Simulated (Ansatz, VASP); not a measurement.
**Lu3Si in VASP and in Ansatz**

The input INCAR:

```
  PREC = Accurate
  ENCUT = 520
  EDIFF = 1E-7
  ISMEAR = -1
  SIGMA = 0.05
  LREAL = F
  LASPH = T
  NELM = 100
  ALGO = Normal
  ISIF = 2
  LWAVE = F
  LCHARG = F
  GGA = PE
  NBANDS = 48
```

KPOINTS

```
regular mesh
0
Gamma
  9 9 9
```

The input POSCAR:

```
Lu3Si
1.0
   -2.2234461934      2.2234461934      5.0229636790
    2.2234461934     -2.2234461934      5.0229636790
    2.2234461934      2.2234461934     -5.0229636790
Lu Si
3 1
Direct
    0.5000000000      0.5000000000      0.0000000000
    0.2500000000      0.7500000000      0.5000000000
    0.7500000000      0.2500000000      0.5000000000
    0.0000000000      0.0000000000      0.0000000000
```

Contents of input.yaml:

```yaml
crystal:
  lattice:
    - [-2.2234461934, 2.2234461934, 5.022963679]
    - [2.2234461934, -2.2234461934, 5.022963679]
    - [2.2234461934, 2.2234461934, -5.022963679]
  atoms:
    - { symbol: Lu, position: [0.5, 0.5, 0.0] }
    - { symbol: Lu, position: [0.25, 0.75, 0.5] }
    - { symbol: Lu, position: [0.75, 0.25, 0.5] }
    - { symbol: Si, position: [0.0, 0.0, 0.0] }
hamiltonian:
  xc: pbe
  pseudopotentials: { kind: paw }
kpoints:
  mp_grid: { grid: [9, 9, 9] }
scf:
  occupations: { method: fermi_dirac, width: 0.05 }
output:
  forces: true
  stress: true
  eigenvalues: true
  write_density: true
  write_potential: true
  elf: true
  volumetric_format: npy
```

Change from the starting cell: volume scaled by 1.04.

Alike in both runs: task single point; functional PBE; k mesh 9 × 9 × 9; occupations fermi-dirac, width 0.05 eV; no spin polarisation.

|  | VASP | Ansatz |
| --- | --- | --- |
| version | VASP 6.6.1 | Ansatz 0.2.0 |
| potentials or method | VASP PAW PBE potentials, release 64 (Lu, Si) | Ansatz PAW |
| plane-wave cutoff (eV) | 520 | 420 |
| valence electrons in the cell | 79 | 79 |

VASP gave:

- gap on the k mesh at the Fermi level (eV): none
- pressure (GPa): -2.6
- largest component of the traceless stress (GPa): 0.36

Estimate Ansatz's values.

gap on the k mesh at the Fermi level (eV): none; pressure (GPa): -2.8; largest component of the traceless stress (GPa): 0.37.

A gap of «none» marks a metal or a gap that the smearing closes.

Spin-orbit coupling is left out, which matters for the levels of Lu.
